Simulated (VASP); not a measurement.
Here is the system:

```xyz
3
Lattice="0.0000 2.7302 2.7302 2.7302 0.0000 2.7302 2.7302 2.7302 0.0000" Properties=species:S:1:pos:R:3 pbc="T T T"
Ce     0.0000     0.0000     0.0000
O      1.3651     1.3651     1.3651
O      4.0952     4.0952     4.0952
```

Computed with optB88-vdW, VASP's PBE PAW potentials (set 64) (plane waves; VASP). Run with 520 eV cut-off, 7×7×7 Γ-centred mesh, Gaussian smearing of 0.050 eV, potentials Ce O.

Task: What does the run give for the energy per atom (σ→0)?

Result: 
The energy per atom (σ→0) is -6826 meV/atom.

The absolute energy has meaning only against runs of the same code, potentials and settings.

The compound is CeO2 in the fluorite structure. It was relaxed first. The run is not spin-polarised, so no magnetic state was tried.
